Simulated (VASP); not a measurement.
OSZICAR of a VASP run on HgTe (zinc blende):

### OSZICAR
```
       N       E                     dE             d eps       ncg     rms          rms(c)
DAV:   1     0.920164596557E+02    0.92016E+02   -0.63322E+03  1160   0.863E+02
DAV:   2     0.403896609612E-01   -0.91976E+02   -0.88955E+02  1308   0.242E+02
DAV:   3    -0.417666948898E+01   -0.42171E+01   -0.41885E+01  1326   0.526E+01
DAV:   4    -0.423436485711E+01   -0.57695E-01   -0.57655E-01  1470   0.536E+00
DAV:   5    -0.423484223603E+01   -0.47738E-03   -0.47737E-03  1282   0.522E-01    0.871E+00
DAV:   6    -0.403657286743E+01    0.19827E+00   -0.45451E-01  1224   0.101E+01    0.638E+00
DAV:   7    -0.403386988904E+01    0.27030E-02   -0.12927E-01  1192   0.262E+00    0.339E+00
DAV:   8    -0.403320665830E+01    0.66323E-03   -0.63708E-03  1270   0.911E-01    0.112E+00
DAV:   9    -0.403305054143E+01    0.15612E-03   -0.76903E-04  1264   0.334E-01    0.310E-01
DAV:  10    -0.403311799029E+01   -0.67449E-04   -0.35362E-04  1234   0.215E-01    0.785E-02
DAV:  11    -0.403313073536E+01   -0.12745E-04   -0.20201E-05  1422   0.446E-02    0.303E-02
DAV:  12    -0.403314199208E+01   -0.11257E-04   -0.17990E-05  1194   0.443E-02    0.164E-02
DAV:  13    -0.403314186637E+01    0.12571E-06   -0.21369E-06  1284   0.159E-02
   1 F= -.40331419E+01 E0= -.40330113E+01  d E =-.261199E-03  mag=    -0.0000    -0.0000    -0.0000
```

Question: Which electronic solver shows in the log?

Answer: It is blocked Davidson (ALGO = Normal, or the opening steps of other solvers). The INCAR had ALGO = Normal.

Question: How was spin treated?

Answer: With non-collinear spinors: mag has three components.

Question: Can the final energy be trusted as converged?

Answer: Self-consistency was reached. It stopped with EDIFF = 1E-6, NELM = 100 (PBE GGA with spin-orbit coupling, plane waves, VASP's PBE PAW potentials (set 64)).

The compound is HgTe in the zinc blende structure. It was relaxed first, which changed the volume by +9 %.
